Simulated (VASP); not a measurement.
OSZICAR of a VASP run on ZrB$_{2}$ (AlB2 type):

OSZICAR:
```
       N       E                     dE             d eps       ncg     rms          rms(c)
DAV:   1     0.110907542012E+03    0.11091E+03   -0.11150E+04  1820   0.159E+03
DAV:   2    -0.419860580730E+02   -0.15289E+03   -0.14830E+03  2118   0.371E+02
DAV:   3    -0.492257946802E+02   -0.72397E+01   -0.71760E+01  3030   0.709E+01
DAV:   4    -0.494606360007E+02   -0.23484E+00   -0.23469E+00  2364   0.113E+01
DAV:   5    -0.494669962393E+02   -0.63602E-02   -0.63599E-02  2817   0.152E+00    0.233E+01
DAV:   6    -0.405183388615E+02    0.89487E+01   -0.82238E+00  2439   0.263E+01    0.768E+00
DAV:   7    -0.404301552010E+02    0.88184E-01   -0.94996E-01  2243   0.108E+01    0.152E+00
DAV:   8    -0.403381611344E+02    0.91994E-01   -0.92110E-01  2198   0.975E+00    0.100E+00
DAV:   9    -0.404647048863E+02   -0.12654E+00   -0.39804E-02  2475   0.225E+00    0.796E-01
DAV:  10    -0.405878977668E+02   -0.12319E+00   -0.97055E-02  2115   0.383E+00    0.221E-01
DAV:  11    -0.406095532619E+02   -0.21655E-01   -0.43439E-03  2357   0.723E-01    0.155E-01
DAV:  12    -0.406247122642E+02   -0.15159E-01   -0.35582E-02  1925   0.189E+00    0.189E-01
DAV:  13    -0.406313147500E+02   -0.66025E-02   -0.33371E-03  2318   0.557E-01    0.104E-01
DAV:  14    -0.406333368838E+02   -0.20221E-02   -0.57393E-04  2015   0.232E-01    0.226E-02
DAV:  15    -0.406342006038E+02   -0.86372E-03   -0.68385E-04  2060   0.253E-01    0.189E-02
DAV:  16    -0.406342133971E+02   -0.12793E-04   -0.27005E-05  2647   0.513E-02    0.952E-03
DAV:  17    -0.406342083856E+02    0.50115E-05   -0.40733E-06  2300   0.166E-02    0.476E-03
DAV:  18    -0.406342144426E+02   -0.60570E-05   -0.47559E-06  2040   0.256E-02    0.224E-03
DAV:  19    -0.406342155599E+02   -0.11173E-05   -0.73185E-07  2095   0.115E-02    0.167E-03
DAV:  20    -0.406342154906E+02    0.69292E-07   -0.13852E-07  1423   0.450E-03
   1 F= -.40634215E+02 E0= -.40634155E+02  d E =-.182257E-03
```

Problem. Which electronic solver shows in the log?

Solution. It is blocked Davidson (ALGO = Normal, or the opening steps of other solvers). The INCAR had ALGO = Normal.

Problem. Can the final energy be trusted as converged?

Solution. The calculation finished and met its thresholds. It stopped with EDIFF = 1E-7, NELM = 100 (r2SCAN meta-GGA, plane waves, VASP's PBE PAW potentials (set 64)).

The compound is ZrB2 in the AlB2 type structure. It was relaxed first.
